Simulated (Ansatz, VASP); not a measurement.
# Zr (Zirconium): VASP beside Ansatz, part 2 of 2

Aim: how closely do two programs agree when they are given the same cell, functional and k mesh? The cell is taken from a series of runs on this material, whose earlier steps may have relaxed, scaled, displaced or heated it; both programs get it as it stands.

VASP 6.6.1 and Ansatz 0.2.0.

So far: Starting point; VASP: zone-centre phonons, LDA, pair 1; Ansatz: zone-centre phonons, LDA, pair 1; Differences.

**5. VASP: zone-centre phonons, LDA, pair 2**

Level of this step: LDA; plane waves and PAW (Zr_sv) (VASP).

Second derivatives magnify differences that forces hide, and they need a tight electronic threshold. The cell compared in this pair holds 43.66 Å³, against 43.56 Å³ for the pair before.

File INCAR:

```
SYSTEM = Zr
PREC = Accurate
ENCUT = 500
EDIFF = 1E-08
NELM = 120
ISMEAR = 1
SIGMA = 0.2
LREAL = .FALSE.
ALGO = Normal
GGA = CA
NBANDS = 18
LASPH = .TRUE.
LORBIT = 11
LWAVE = .FALSE.
LCHARG = .FALSE.
ISIF = 2
IBRION = 8
GGA_COMPAT = .FALSE.
KPAR = 2
```

File POSCAR:

```
Zr
1.0
    3.1307753998      0.0000000000      0.0000000000
   -1.5653876999      2.7113310298      0.0000000000
    0.0000000000      0.0000000000      5.1429036307
Zr
2
Direct
    0.3333333415      0.6666666585      0.2500000000
    0.6666666585      0.3333333415      0.7500000000
```

File KPOINTS:

```
Automatic mesh
0
Gamma
15 15 8
0 0 0
```

PAW data sets: Zr_sv (LDA family, release 64).

The run is started by

```console
$ mpirun -np 2 vasp_std
```

Numbers of over 12 decimals in the logs are rounded to 6 here.

The program printed:

```text
[... set-up lines as in an earlier step ...]
 entering main loop
       N       E                     dE             d eps       ncg     rms          rms(c)
DAV:   1     0.212198277721E+03    0.21220E+03   -0.13186E+04  4860   0.130E+03
DAV:   2    -0.348656787579E+01   -0.21568E+03   -0.21227E+03  5678   0.380E+02
DAV:   3    -0.189370508015E+02   -0.15450E+02   -0.15226E+02  8826   0.744E+01
DAV:   4    -0.192629838229E+02   -0.32593E+00   -0.32563E+00  5696   0.117E+01
[...]
DAV:  11    -0.185820932530E+02   -0.85233E-06   -0.77022E-06  5348   0.327E-02    0.187E-03
DAV:  12    -0.185820931556E+02    0.97473E-07   -0.32842E-07  6466   0.401E-03    0.181E-03
DAV:  13    -0.185820931566E+02   -0.10009E-08   -0.23458E-08  4104   0.117E-03
   1 F= -.18582093E+02 E0= -.18582776E+02  d E =0.204770E-02
 Linear response reoptimize wavefunctions to high precision
DAV:   1    -0.185820931609E+02   -0.43597E-08   -0.60650E-09  5084   0.769E-04
DAV:   2    -0.185820931609E+02   -0.10914E-10   -0.29457E-10  2934   0.121E-04
 Linear response DOF=           2
 Linear response progress:
[...]
RMM:  26    -0.606245940210E+00   -0.75828E-07   -0.67388E-08 46941   0.399E-04    0.405E-05
RMM:  27    -0.606245966417E+00   -0.26207E-07   -0.50553E-08 49986   0.380E-04    0.452E-05
RMM:  28    -0.606245961499E+00    0.49183E-08   -0.40033E-08 48878   0.365E-04    0.468E-05
 first order change of Fermi-energy   0.10742E-04
 force on displaced ion       1 direction 1 :  -0.451  -0.000   0.000
 Linear response progress:
  Degree of freedom:   2/  2
       N       E                     dE             d eps       ncg     rms          rms(c)
RMM:   1    -0.780316343547E+00   -0.78032E+00    0.29864E+00  7577   0.135E+01
RMM:   2    -0.732466614042E+00    0.47850E-01   -0.26604E-01 11159   0.276E+00    0.248E-01
RMM:   3    -0.735969638680E+00   -0.35030E-02   -0.46423E-02 13632   0.975E-01    0.834E-02
RMM:   4    -0.738592894722E+00   -0.26233E-02   -0.60555E-03 15321   0.352E-01    0.311E-02
[...]
RMM:  21    -0.738716970358E+00    0.30320E-08    0.12990E-06 16983   0.470E-04    0.320E-05
RMM:  22    -0.738716970105E+00    0.25300E-09    0.13009E-06 16470   0.430E-04    0.360E-05
RMM:  23    -0.738716974970E+00   -0.48652E-08    0.14669E-06 15703   0.404E-04    0.329E-05
 first order change of Fermi-energy  -0.12671E-03
 force on displaced ion       1 direction 3 :  -0.000   0.000  -5.201
 Linear response finished
```

OUTCAR, selected parts (step 5):

```text
  Total        0.0101980      0.0101980     -0.2737619      0.0000000      0.0000000      0.0000000
  in kB        0.3742676      0.3742676    -10.0471005      0.0000000      0.0000000      0.0000000
  external PRESSURE =      -3.0995217 kB  Pullay stress =       0.0000000 kB

 POSITION                                       TOTAL-FORCE (eV/Angst)
 -----------------------------------------------------------------------------------
      0.00000      1.80755      1.28573        -0.000000      0.000000      0.000000
      1.56539      0.90378      3.85718         0.000000     -0.000000      0.000000
 -----------------------------------------------------------------------------------
    total drift:                               -0.000022      0.000016     -0.000000

[... 1 part as in an earlier step ...]

[... 1 further part left out ...]
```

**6. Ansatz: zone-centre phonons, LDA, pair 2**

The same cell, functional (in two slightly different forms), mesh and smearing now go to Ansatz, which takes its cutoff from its data sets.

The cell is taken from a series of runs on this material, whose earlier steps may have relaxed, scaled, displaced or heated it; both programs get it as it stands.

File input.yaml:

```yaml
crystal:
  lattice:
    - [3.1307753998, 0.0, 0.0]
    - [-1.5653876999, 2.7113310298, 0.0]
    - [0.0, 0.0, 5.1429036307]
  atoms:
    - { symbol: Zr, position: [0.3333333415, 0.6666666585, 0.25] }
    - { symbol: Zr, position: [0.6666666585, 0.3333333415, 0.75] }
kpoints:
  mp_grid: { grid: [15, 15, 8] }
hamiltonian:
  xc: lda
  pseudopotentials: { kind: paw, azcp: { folder: soft_1 }, xc_functional: pbe }
scf:
  occupations: { method: methfessel_paxton, width: 0.2 }
output:
  eigenvalues: true
phonons:
  method: dfpt
```

The run is started by

```console
$ ansatz run input.yaml --threads 4 --pin off --max-ram 10240MiB --backend cpu --events-out ev --progress --plain --runs-dir out
```

The program printed:

```text
[...]
Crystal: 2 atoms, lattice volume = 43.656 Å³
Basis set: ecut = 420 eV, 845 PW (Γ), exchange–correlation on 48×48×72 points (8 copies of the dense FFT grid, shifted against one another)
Bands: 16, of which v1, the nominal top of the filled ones, is band 12 counted from 1 (11 counted from 0)
Symmetry: 24 space group operations
k-points: 320 of 1800 (irreducible under 4 space group operations, time reversal used)
[...]
k-point 2: bands = [... 8 lower, 9.5455, 11.4911, 15.1639, 15.2241, 15.5389, 15.5389, 16.0488, 16.0488, ... 4 higher]
  k-point 319: bands = [... 8 lower, 12.3895, 12.3895, 14.0712, 14.0712, 14.8627, 14.8627, 16.6787, 16.6787, ... 4 higher]
[...]
ASR residual: 3.747e-5 → 0.000e0 eV/Å²; symmetrization residual: 1.137e-13 eV/Å²
  ASR residual per site (eV/Å²): 3.75e-5 3.75e-5
  Γ frequencies (cm⁻¹): 0.00 0.00 0.00 52.30 52.30 172.06
[...]
[key lines of the parts left out:]
SCF converged after 8 iterations
Free energy (F): -8154.967146 eV
Fermi energy:    14.779683 eV
```

**7. Differences**

Compared:

```csv
quantity,Ansatz,VASP,difference
optical mode 1 to 2 (cm⁻¹),52.3,51.9,+0.86 %
optical mode 3 (cm⁻¹),172.1,176.1,-2.29 %
```

Modes are paired by rising frequency, not by their patterns, so a pair may set unlike modes beside each other; they are those without the splitting of longitudinal modes.

**8. Outcome**

```
r.m.s. difference of the optical zone-centre modes, each program's sorted by frequency (zone-centre phonons, LDA, pair 1) : 0.71 cm⁻¹
difference in optical mode 1 to 2 (zone-centre phonons, LDA, pair 1)                                                      : +0.9 %
r.m.s. difference of the optical zone-centre modes, each program's sorted by frequency (zone-centre phonons, LDA, pair 2) : 2.4 cm⁻¹
difference in optical mode 3 (zone-centre phonons, LDA, pair 2)                                                           : -2.3 %
```

In words: The r.m.s. difference of the optical zone-centre modes, each program's sorted by frequency is 0.71 cm⁻¹ (zone-centre phonons, LDA, pair 1). Among the rows given in per cent, the largest difference of the zone-centre phonons, LDA, pair 1 pair is in optical mode 1 to 2, +0.9 %. Among the rows given in per cent, the largest difference of the zone-centre phonons, LDA, pair 2 pair is in optical mode 3, -2.3 %. How closely two codes agree says nothing of how well the functional describes the real material.

[Lines on the potential files, build, host, timing and source positions are cut from VASP's logs without a mark.]

[Logs are printed without paths, hosts, clocks, repeated set-up lines and the standing remarks that a program may print on its own settings, such as how far it seeks lower states.]

[Hosts, paths, dates, database ids (printed as entryN), source tags and the programs' standing remarks are cut or masked in the printed files.]
